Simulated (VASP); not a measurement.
# Sc2InSb3: relaxation of cell and atoms with PBE

Sc2InSb3:

```
Sc In Sb
1.0
     4.84554    0.00000    0.00000
    -2.42277    4.19636    0.00000
     0.00000    0.00000    7.65444
Sc In Sb
2 1 3
Cartesian
  0.0000 2.7976 2.1205
  0.0000 2.7976 5.6426
  0.0000 0.0000 3.4794
  2.4228 1.3988 3.9532
  2.4228 1.3988 7.2543
  0.0000 0.0000 0.5134
```

The cell was built by a generator and needn't be a form met in nature.

```yaml
Program: VASP 6.6.1
Task: relaxation of cell and atoms
Functional: PBE
Potentials_or_basis: VASP PAW PBE potentials, release 64 (Sc_sv, In_d, Sb)
Cutoff: 520 eV
k_mesh: 4 × 4 × 3
Occupations: gaussian, width 0.15 eV
Spin: no spin polarisation
Further_INCAR_settings: PREC = Normal; ALGO = Fast; EDIFF = 0.0001; IBRION = 2; EDIFFG = -0.08; NSW = 24; ISIF = 3
```

The relaxed volume is 25.36 Å³/atom and the relaxed cell is a = 5.191 Å, b = 5.191 Å, c = 6.519 Å, α = 90.00°, β = 90.00°, γ = 120.00°. The space group after relaxing (to 0.05 Å) is P3m1 (No. 156). The energy gained by relaxing is 193.3 meV/atom and the ionic steps are 21. The pressure after relaxing is 0.3 GPa and the largest force after relaxing is 0.057 eV/Å. The band gap on the k mesh is none (metal or under the smearing width).

Forces in eV/Å, atoms in the order of the input:
```
Sc   0.000  0.000  0.030
Sc   0.000  0.000 -0.023
In   0.000  0.000 -0.020
Sb   0.000  0.000 -0.037
Sb   0.000  0.000  0.057
Sb   0.000  0.000 -0.007
```

Stress tensor (GPa, compression positive):
```
0.44 0.00 0.00
0.00 0.44 0.00
0.00 0.00 0.14
```

The path:
```tsv
step	energy change (eV)	largest force (eV/Å)	pressure (GPa)	volume (Å³)
1	0.0000	0.6053	3.45	155.64
2	-0.2329	0.4995	-1.45	168.52
3	-0.2361	0.4923	-1.97	170.33
4	-0.4585	0.6261	-2.55	170.72
5	-0.5042	0.7428	-2.66	170.74
6	-0.5041	1.1096	-2.45	170.56
7	-0.5173	0.9091	-2.62	170.71
8	-0.6694	1.0517	0.59	159.07
9	-0.6714	1.0580	0.99	157.50
10	-0.8271	0.7600	0.80	154.93
11	-1.0077	0.6086	2.47	149.47
12	-1.0323	0.5165	2.73	147.11
13	-1.1077	0.1661	-2.15	159.34
14	-1.1381	0.2531	-0.58	155.09
15	-1.1383	0.2587	-0.67	154.91
16	-1.1136	0.3638	1.18	150.98
17	-1.1382	0.2718	-0.41	154.66
18	-1.1516	0.1808	-0.12	153.64
19	-1.1573	0.1186	0.03	152.91
20	-1.1591	0.1065	0.61	151.44
21	-1.1600	0.0574	0.34	152.14
```

Final structure:
```xyz
6
Lattice="5.1911 0.0000 0.0000 -2.5955 4.4956 0.0000 0.0000 0.0000 6.5192" Properties=species:S:1:pos:R:3 pbc="T T T"
Sc    0.0000    2.9971    1.5262
Sc    0.0000    2.9971    4.9443
In    0.0000    0.0000    3.5273
Sb    2.5955    1.4985    3.0435
Sb    2.5955    1.4985    6.2857
Sb    0.0000    0.0000    0.2305
```

Levels at points of the mesh, in eV from the Fermi level:
```tsv
k point	band 23	band 24	band 25	band 26	band 27	band 28
(0.00, 0.00, 0.00)	-1.43	-1.43	-1.23	-0.79	-0.17	-0.17
(0.50, 0.00, 0.00)	-0.76	-0.04	0.04	0.62	1.06	1.19
```

It took 7.3 min on 1 thread of Intel(R) Xeon(R) Platinum 8488C (Sapphire Rapids), with other jobs on the host, peak memory 0.22 GiB.

Caveat: the k mesh is coarse (spacing up to 0.37 Å⁻¹), so the values aren't converged; the relaxation stopped at a loose force limit of 0.08 eV/Å, so its end isn't a converged minimum. Spin-orbit coupling is left out, which matters for the levels of Sb.
